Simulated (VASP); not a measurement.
Input:

```
CELL_PARAMETERS angstrom
      0.00000     2.94398     2.94398
      2.94398     0.00000     2.94398
      2.94398     2.94398     0.00000
ATOMIC_POSITIONS crystal
  Hg 0.00000 0.00000 0.00000
  S  0.25000 0.25000 0.25000
```

Method: PBEsol GGA, VASP's PBE PAW potentials (set 64) (plane waves; VASP). Numerical set-up: 400 eV cut-off, 10×10×10 Γ-centred mesh, first-order Methfessel-Paxton smearing of 0.10 eV, potentials Hg S.

Unless said otherwise, spin-orbit coupling is left out, though it shifts the bands of the heavy elements here.

**Question.** What does the run give for the energy per atom (σ→0), band gap (on the k-mesh) with the smallest direct gap where there is one?

**Answer.** 
The band gap (on the k-mesh) is none (metal, semimetal or under 0.01 eV). The energy per atom (σ→0) comes out as -2.639 eV/atom.

Only differences to runs with the same potentials and settings are physical.

The compound is HgS in the zinc blende structure, metacinnabar; cinnabar is the stable form. It was relaxed first. The start is the result of an earlier pass.
